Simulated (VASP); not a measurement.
Here is the system:

```yaml
crystal:
  lattice:
    - [0.00000, 3.03760, 3.03760]
    - [3.03760, 0.00000, 3.03760]
    - [3.03760, 3.03760, 0.00000]
  atoms:
    - { symbol: Be, position: [0.25000, 0.25000, 0.25000] }
    - { symbol: Be, position: [0.62477, 0.62477, 0.62477] }
    - { symbol: Be, position: [0.12568, 0.62477, 0.62477] }
    - { symbol: Be, position: [0.62477, 0.12568, 0.62477] }
    - { symbol: Be, position: [0.62477, 0.62477, 0.12568] }
    - { symbol: Au, position: [0.00000, 0.00000, 0.00000] }
```

Calculation: PBEsol GGA, VASP's PBE PAW potentials (set 64) (plane waves; VASP). Numerical set-up: 400 eV cut-off, Gaussian smearing of 0.050 eV, potentials Be Au.

Unless said otherwise, spin-orbit coupling is left out, though it shifts the bands of the heavy elements here.

**Question.** Predict the band gap (along the path) with the smallest direct gap where there is one.

**Answer.** 
| Property | Result |
|---|---|
| band gap (along the path) | none (metal, semimetal or under 0.01 eV) |

Only differences to runs with the same potentials and settings are physical.

The compound is Be5Au in the sg216 structure. It was relaxed first. The electron count is odd and the run is not spin-polarised, which forces a metal.
